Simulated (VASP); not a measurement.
HfO2:

```xyz
3
Lattice="0.0000 2.5357 2.5357 2.5357 0.0000 2.5357 2.5357 2.5357 0.0000" Properties=species:S:1:pos:R:3 pbc="T T T"
Hf    0.0000    0.0000    0.0000
O     1.2678    1.2678    1.2678
O     3.8035    3.8035    3.8035
```

The cell was built by a generator and needn't be a form met in nature.

Base run:

```yaml
Program: VASP 6.6.1
Functional: r2SCAN
Potentials_or_basis: VASP PAW PBE potentials, release 64 (Hf_pv, O)
Cutoff: 520 eV
k_mesh: 10 × 10 × 10
Occupations: gaussian, width 0.02 eV
Spin: no spin polarisation
```

Its results: band gap on the k mesh 4.29 eV, direct; pressure -5.9 GPa.

**Question.** The run is repeated on the same cell with these changes: functional from r2SCAN to HSE06; k mesh from 10 × 10 × 10 to 8 × 8 × 8. What comes out?

**Answer.** Band gap on the k mesh 5.36 eV, direct; pressure -7.2 GPa.

Several settings changed at once, so the effect can't be laid on one alone.

Caveats: the PAW data sets were made with another functional, which shifts forces and pressure a little; spin-orbit coupling is left out, which moves the levels of the heavy elements.
